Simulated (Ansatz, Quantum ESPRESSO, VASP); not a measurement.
One structure in several programs: V (Im-3m, 1 atom in the cell)

Self-consistent single point.

```
V
1.0
   -1.50879     1.50879     1.50879
    1.50879    -1.50879     1.50879
    1.50879     1.50879    -1.50879
V
1
Direct
  0.00000   0.00000   0.00000
```

All programs got the same cell, k-point mesh and kind of occupations (in Ansatz's words: kpoints.mp_grid.grid = 15 15 15; scf.occupations.method = fermi_dirac; scf.occupations.width = 0.1 eV); potentials, basis and cutoffs are each program's usual ones.

```
code                                                         model  pressure (GPa)  cutoff
----------------  ------------------------------------------------  --------------  ------
Ansatz                                      PBE, default PAW files           -3.44  420 eV
VASP                       PBE, VASP's PBE PAW potentials (set 64)           -3.63  300 eV
Quantum ESPRESSO  PBE, SSSP 1.1.2 precision (PBE) pseudopotentials           -3.51   65 Ry
```

The spread over the programs that give each value: pressure within 0.19 GPa.

The starting cell has typed, rounded lattice constants, without a prior relaxation at this level. Its lattice was rescaled by a random factor within 2.5 % of one. On Ansatz's run: Spin polarisation is off. In the base run, with a pressure of about -3 GPa the cell is away from its equilibrium volume at this level.

Problem. Why do the programs differ, and what cannot be compared?

Solution. Differences of this kind can come from the potentials, where these differ, and from what each basis and cutoff leave unconverged. The zero of total energies and Fermi levels follows the potentials and each program's conventions, so they are not compared here. Ansatz's pressure is given at a fixed set of plane waves, as the other plane-wave codes print theirs; with its correction for the finite basis it is -3.36 GPa.

VASP's run is marked for a possible Pulay error in its stress at this cutoff; no cutoff test was made.

Left out of this page: ABINIT, GPAW, Elk, FLEUR and SIESTA (not drawn, or without a comparable value).

Ansatz is an electronic-structure program.

Keys are those of Ansatz 0.2.
